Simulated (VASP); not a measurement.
These are vdW-DF-cx, VASP's PBE PAW potentials (set 64) (plane waves; VASP) values and carry that method's errors.

Input for VASP

File POSCAR:
```
SnTe
1
   -0.0000000000     3.1559872031     3.1559872031
    3.1559872031     0.0000000000     3.1559872031
    3.1559872031     3.1559872031     0.0000000000
Sn Te
1 1
Direct
  0.0000000000   0.0000000000   0.0000000000
  0.5000000000   0.5000000000   0.5000000000
```

INCAR:
```
SYSTEM = SnTe
PREC = Accurate
ENCUT = 520
EDIFF = 1E-7
NELM = 100
ALGO = Normal
LREAL = .FALSE.
LASPH = .TRUE.
ISMEAR = -5
GGA = CX
LUSE_VDW = .TRUE.
AGGAC = 0.0
LMAXMIX = 4
LWAVE = .FALSE.
LCHARG = .TRUE.
LORBIT = 11
NEDOS = 601
ISIF = 2
```

File KPOINTS:
```
K-points
0
G
8 8 8
0 0 0
```

POTCAR, in this order: Sn_d Te (PBE.64 set). Program: vasp_std.

The run wrote:

File OSZICAR:
```
       N       E                     dE             d eps       ncg     rms          rms(c)
DAV:   1     0.126429050641E+03    0.12643E+03   -0.97838E+03   812   0.164E+03
DAV:   2     0.769949330944E+01   -0.11873E+03   -0.11732E+03   836   0.364E+02
DAV:   3    -0.250858245164E+01   -0.10208E+02   -0.10173E+02  1070   0.978E+01
DAV:   4    -0.278049829800E+01   -0.27192E+00   -0.27183E+00   948   0.171E+01
DAV:   5    -0.279085486451E+01   -0.10357E-01   -0.10356E-01  1114   0.319E+00    0.471E+00
DAV:   6    -0.273940354599E+01    0.51451E-01   -0.13341E-01  1064   0.298E+00    0.295E+00
DAV:   7    -0.274086080931E+01   -0.14573E-02   -0.49548E-02  1006   0.141E+00    0.767E-01
DAV:   8    -0.274098584218E+01   -0.12503E-03   -0.68490E-03   956   0.802E-01    0.158E-01
DAV:   9    -0.274110105380E+01   -0.11521E-03   -0.50789E-04   990   0.246E-01    0.285E-02
DAV:  10    -0.274110397079E+01   -0.29170E-05   -0.58705E-05   942   0.760E-02    0.175E-02
DAV:  11    -0.274110865660E+01   -0.46858E-05   -0.30815E-05   854   0.523E-02    0.215E-02
DAV:  12    -0.274110837258E+01    0.28401E-06   -0.21950E-06  1022   0.122E-02    0.113E-02
DAV:  13    -0.274110810418E+01    0.26840E-06   -0.27105E-07   826   0.411E-03    0.375E-03
DAV:  14    -0.274110810278E+01    0.14070E-08   -0.32404E-07   682   0.708E-03
   1 F= -.27411081E+01 E0= -.27411081E+01  d E =0.000000E+00
```

OUTCAR:
```
------------------------ aborting loop because EDIFF is reached ----------------------------------------
  FORCE on cell =-STRESS in cart. coord.  units (eV):
  Direction    XX          YY          ZZ          XY          YZ          ZX
  --------------------------------------------------------------------------------------
  Total        0.0197855      0.0197855      0.0197855      0.0000000      0.0000000      0.0000000
  in kB        0.5042210      0.5042210      0.5042210      0.0000000      0.0000000      0.0000000
  external PRESSURE =       0.5042210 kB  Pullay stress =       0.0000000 kB
  volume of cell :       62.87
      direct lattice vectors                 reciprocal lattice vectors
     0.000000000  3.155987203  3.155987203    -0.158429033  0.158429033  0.158429033
     3.155987203  0.000000000  3.155987203     0.158429033 -0.158429033  0.158429033
     3.155987203  3.155987203  0.000000000     0.158429033  0.158429033 -0.158429033
 POSITION                                       TOTAL-FORCE (eV/Angst)
 -----------------------------------------------------------------------------------
      0.00000      0.00000      0.00000        -0.000000      0.000000      0.000000
      3.15599      3.15599      3.15599         0.000000      0.000000      0.000000
 -----------------------------------------------------------------------------------
    total drift:                               -0.000000      0.000000      0.000000
  FREE ENERGIE OF THE ION-ELECTRON SYSTEM (eV)
  ---------------------------------------------------
  free  energy   TOTEN  =        -2.7411081028 eV

  energy  without entropy=       -2.7411081028  energy(sigma->0) =       -2.74110810

 total charge

# of ion       s       p       d       tot
------------------------------------------
    1        1.362   0.740   9.985  12.087
    2        1.385   1.959   0.029   3.373
--------------------------------------------------
tot          2.747   2.699  10.014  15.460
```
(Selected blocks of OUTCAR.)

The compound is SnTe in the rock salt structure, which distorts at low temperature. It was relaxed first.
